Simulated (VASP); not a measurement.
Data:

```yaml
crystal:
  lattice:
    - [0.00000, 3.36246, 3.36246]
    - [3.36246, 0.00000, 3.36246]
    - [3.36246, 3.36246, 0.00000]
  atoms:
    - { symbol: Sr, position: [0.00000, 0.00000, 0.00000] }
    - { symbol: Te, position: [0.50000, 0.50000, 0.50000] }
```

Calculation: PBE GGA, VASP's PBE PAW potentials (set 64) (plane waves; VASP). Numerical set-up: 520 eV cut-off, 6×6×6 Γ-centred mesh, Gaussian smearing of 0.050 eV, potentials Sr_sv Te.

Unless said otherwise, spin-orbit coupling is left out, though it shifts the bands of the heavy elements here.

### Question
What does the run give for the energy per atom (σ→0), band gap (on the k-mesh) with the smallest direct gap where there is one?

### Answer

* **band gap (on the k-mesh)**: 1.77 eV
* **smallest direct gap (on the k-mesh)**: 2.49 eV
* **energy per atom (σ→0)**: -4.134 eV/atom

The compound is SrTe in the rock salt structure. It was relaxed first.
